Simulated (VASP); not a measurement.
The input files of a VASP run:

File KPOINTS:
```
Automatic mesh
0
Gamma
7 7 7
0 0 0
```

POSCAR:
```
FeP
1
    1.7564950000     1.0141130000     3.0062330000
   -1.7564950000     1.0141130000     3.0062330000
    0.0000000000    -2.0282260000     3.0062330000
Fe P
1 1
Direct
  0.7624000000   0.7624000000   0.7624000000
  0.2376000000   0.2376000000   0.2376000000
```

INCAR:
```
SYSTEM = FeP
PREC = Accurate
ENCUT = 400
EDIFF = 1E-6
NELM = 6
ALGO = Normal
LREAL = .FALSE.
LASPH = .TRUE.
ISMEAR = 0
SIGMA = 0.05
GGA = PE
LMAXMIX = 4
ISPIN = 2
MAGMOM = 4.0 0.0
LORBIT = 10
LWAVE = .FALSE.
LCHARG = .FALSE.
ISIF = 2
```

POTCAR, in this order: Fe P (PBE.64 set). Program: vasp_std.

Output

standard output:
```
 POSCAR found type information on POSCAR FeP
 POSCAR found :  2 types and       2 ions
 Reading from existing POTCAR
 Reading from existing POTCAR
 LDA part: xc-table for (Slater+PW92), standard interpolation
 POSCAR, INCAR and KPOINTS ok, starting setup
 WAVECAR not read
 entering main loop
       N       E                     dE             d eps       ncg     rms          rms(c)
DAV:   1     0.461883245450E+02    0.46188E+02   -0.48504E+03  2112   0.878E+02
DAV:   2    -0.127197230107E+02   -0.58908E+02   -0.53501E+02  2148   0.185E+02
DAV:   3    -0.157067901510E+02   -0.29871E+01   -0.28804E+01  2624   0.482E+01
DAV:   4    -0.157669388960E+02   -0.60149E-01   -0.60081E-01  2472   0.673E+00
DAV:   5    -0.157685746681E+02   -0.16358E-02   -0.16355E-02  2736   0.118E+00    0.143E+01
DAV:   6    -0.195941149059E+02   -0.38255E+01   -0.57066E+01  2376   0.120E+02

 -----------------------------------------------------------------------------
|                                                                             |
|           W    W    AA    RRRRR   N    N  II  N    N   GGGG   !!!           |
|           W    W   A  A   R    R  NN   N  II  NN   N  G    G  !!!           |
|           W    W  A    A  R    R  N N  N  II  N N  N  G       !!!           |
|           W WW W  AAAAAA  RRRRR   N  N N  II  N  N N  G  GGG   !            |
|           WW  WW  A    A  R   R   N   NN  II  N   NN  G    G                |
|           W    W  A    A  R    R  N    N  II  N    N   GGGG   !!!           |
|                                                                             |
|     The electronic self-consistency was not achieved in the given           |
|     number of steps (NELM). The forces and other quantities evaluated       |
|     might not be reliable so examine the results carefully. If you find     |
|     spurious results, we suggest increasing NELM, if you were close to      |
|     convergence or switching to a different ALGO or adjusting the           |
|     density mixing parameters otherwise.                                    |
|                                                                             |
 -----------------------------------------------------------------------------

   1 F= -.19594115E+02 E0= -.19593032E+02  d E =-.216517E-02  mag=     2.5500
```

OUTCAR:
```
------------------------ aborting loop EDIFF was not reached (unconverged)  ----------------------------
  FORCE on cell =-STRESS in cart. coord.  units (eV):
  Direction    XX          YY          ZZ          XY          YZ          ZX
  --------------------------------------------------------------------------------------
  Total      200.3744988    200.3745537    199.4373384      0.0000000      0.0000000      0.0000000
  in kB     9991.8493018   9991.8520393   9945.1169797      0.0000000      0.0000000      0.0000000
  external PRESSURE =    9976.2727736 kB  Pullay stress =       0.0000000 kB
  volume of cell :       32.13
      direct lattice vectors                 reciprocal lattice vectors
     1.756495000  1.014113000  3.006233000     0.284657799  0.164347234  0.110880738
    -1.756495000  1.014113000  3.006233000    -0.284657799  0.164347234  0.110880738
     0.000000000 -2.028226000  3.006233000     0.000000000 -0.328694468  0.110880738
 POSITION                                       TOTAL-FORCE (eV/Angst)
 -----------------------------------------------------------------------------------
      0.00000      0.00000      6.87586         0.000000      0.000000     -0.407246
      0.00000      0.00000      2.14284         0.000000      0.000000      0.407246
 -----------------------------------------------------------------------------------
    total drift:                                0.000000      0.000001     -1.014542
  FREE ENERGIE OF THE ION-ELECTRON SYSTEM (eV)
  ---------------------------------------------------
  free  energy   TOTEN  =       -19.5941149059 eV

  energy  without entropy=      -19.5919497357  energy(sigma->0) =      -19.59303232

 total charge

# of ion       s       p       d       tot
------------------------------------------
    1        0.306   0.211   8.411   8.928
    2        0.967   0.543   0.000   1.509
--------------------------------------------------
tot          1.273   0.753   8.411  10.438

 magnetization (x)

# of ion       s       p       d       tot
------------------------------------------
    1        0.080   0.013   0.801   0.894
    2        0.019  -0.023   0.000  -0.004
--------------------------------------------------
tot          0.098  -0.010   0.801   0.890
```
(Selected blocks of OUTCAR.)

Q: Read input and log: which fault does this run have?
(A) a metal was run with a tiny SIGMA on a coarse mesh
(B) the mesh has unequal divisions along equivalent axes and breaks the lattice's symmetry
(C) LEPSILON was set for a metal
(D) NELM is too small, so the electronic loop ends before EDIFF is met

A: D, NELM is too small, so the electronic loop ends before EDIFF is met. The run did not converge; its last values are not results. Against the sound run, the energy per atom (σ→0) drops by 3.177 eV/atom; the pressure rises by 1012.27 GPa; the largest force increases by 0.226 eV/Å; the cell moment decreases by 0.04 μB.

To mend it, set NELM = 100.

The mended run (PBE GGA, plane waves, VASP's PBE PAW potentials (set 64)) converges, and its OSZICAR ends with
```
   1 F= -.13240482E+02 E0= -.13239399E+02  d E =-.216564E-02  mag=     2.5897
```

The structure was generated: FeP was put into the alpha-GeTe type (R3m), which need not be its known phase. The cell was not relaxed at this level.
